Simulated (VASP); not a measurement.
A run of VASP 6.6.1:

INCAR

```
PREC = Accurate ; ENCUT = 600
EDIFF = 1E-7 ; ISMEAR = 1
SIGMA = 0.1 ; LREAL = False
LASPH = True ; NELM = 80
ALGO = Normal ; ISIF = 3
LWAVE = False ; LCHARG = False
GGA = PE ; IVDW = 12
IBRION = 2 ; NSW = 90
EDIFFG = -0.005
```

The input KPOINTS:

```
Automatic mesh
0
Gamma
  20 20 20
```

The input POSCAR:

```
Mo                                      
1.0
   -1.5664692125      1.5664692125      1.5664692125
    1.5664692125     -1.5664692125      1.5664692125
    1.5664692125      1.5664692125     -1.5664692125
  Mo            
     1
Direct
     0.0000000000000000    0.0000000000000000    0.0000000000000000
```

Potentials or basis: VASP PAW PBE potentials, release 64 (Mo_sv).

Launch:

```console
$ cat potpaw_PBE.64/Mo_sv/POTCAR > POTCAR
$ mpirun -np 1 vasp_std > vasp.out
```

Hardware: 1 thread of Intel(R) Xeon(R) 6975P-C (Granite Rapids) (shared host).

How long does it take, and how much memory?

It took 17 s on 1 thread of Intel(R) Xeon(R) 6975P-C (Granite Rapids), on a shared host, peak memory 0.18 GiB. Counts: scf iterations 13, k points 256, ion steps 1.
